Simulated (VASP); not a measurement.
Energy against volume of AuAl$_{2}$ (fluorite). Calculation: r2SCAN+rVV10, VASP's PBE PAW potentials (set 64) (plane waves; VASP). Run with 520 eV cut-off, 9×9×9 Γ-centred mesh, first-order Methfessel-Paxton smearing of 0.10 eV, potentials Al Au.

```tsv
V (Å³/atom)	E (eV/atom)
16.833	-21.68371
17.370	-21.70574
17.907	-21.71311
18.445	-21.70807
```

Problem. Fit these four points and predict the energy of the run at 18.982 Å³/atom.

Solution. A cubic in V^(−2/3), the third-order Birch-Murnaghan form, passes through the four points with V0 = 17.94 Å³/atom and B0 = 122 GPa, and gives -21.6926 eV/atom there. The run gave -21.6926 eV/atom, -0.0 meV/atom from the fit; all five points give B0 = 122 GPa.

The compound is AuAl2 in the fluorite structure. It was relaxed first.
